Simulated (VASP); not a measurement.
Input:

```
CELL_PARAMETERS angstrom
      0.00000     1.93591     1.93591
      1.93591     0.00000     1.93591
      1.93591     1.93591     0.00000
ATOMIC_POSITIONS crystal
  Ir 0.00000 0.00000 0.00000
```

Level of theory: PBE GGA, VASP's PBE PAW potentials (set 64) (plane waves; VASP 6.6.1). Settings: PREC = Normal, EDIFF = 1E-5, 400 eV cut-off, 20×20×20 Γ-centred mesh, first-order Methfessel-Paxton smearing of 0.10 eV, potentials Ir.

Unless said otherwise, spin-orbit coupling is left out, though it shifts the bands of the heavy elements here.

Task: Predict the energy per atom (σ→0), band gap (on the k-mesh) with the smallest direct gap where there is one.

Result: 
| Item | Result |
|---|---|
| band gap (on the k-mesh) | none (metal, semimetal or under 0.01 eV) |
| energy per atom (σ→0) | -8.854 eV/atom |

The absolute energy has meaning only against runs of the same code, potentials and settings.

The compound is Ir in the fcc structure. It was relaxed first.
